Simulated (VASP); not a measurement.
Zn:

```
Zn
1.0
     2.62000    0.00000    0.00000
    -1.31000    2.26899    0.00000
     0.00000    0.00000    4.80000
Zn
2
Direct
  0.33333 0.66667 0.25000
  0.66667 0.33333 0.75000
```

The cell was built by a generator and needn't be a form met in nature.

* Program: VASP 6.6.1
* Task: relaxation of cell and atoms
* Functional: r2SCAN
* Potentials or basis: VASP PAW PBE potentials, release 64 (Zn)
* Cutoff: 600 eV
* k mesh: 18 × 18 × 10
* Occupations: methfessel-paxton, width 0.1 eV
* Spin: no spin polarisation

At the start: pressure 0.7 GPa; volume 14.27 Å³/atom.

**Question.** How do energy, volume and symmetry change on relaxing?

**Answer.** Over 8 steps the energy falls by 4.7 meV/atom and the volume is 14.58 Å³/atom (+2.2 %); space group P6_3/mmc (No. 194, to 0.05 Å).

Step by step:
```csv
step,energy change (eV),largest force (eV/Å),pressure (GPa),volume (Å³)
1,0.0000,0.0000,0.68,28.53
2,-0.0053,0.0000,0.15,28.79
3,-0.0090,0.0000,-0.48,29.27
4,-0.0094,0.0000,0.39,29.04
5,-0.0095,0.0000,0.18,29.10
6,-0.0095,0.0000,0.03,29.14
7,-0.0095,0.0000,0.04,29.15
8,-0.0094,0.0000,-0.02,29.17
```

Final structure:
```cif
data_structure
_symmetry_space_group_name_H-M 'P 1'
_symmetry_Int_Tables_number 1
_cell_length_a 2.5996
_cell_length_b 2.5996
_cell_length_c 4.9837
_cell_angle_alpha 90.000
_cell_angle_beta 90.000
_cell_angle_gamma 120.000
_cell_volume 29.17
loop_
_atom_site_label
_atom_site_type_symbol
_atom_site_fract_x
_atom_site_fract_y
_atom_site_fract_z
_atom_site_occupancy
Zn1 Zn 0.33333 0.66667 0.25000 1
Zn2 Zn 0.66667 0.33333 0.75000 1
```

Caveat: the PAW data sets were made with another functional, which shifts forces and pressure a little.
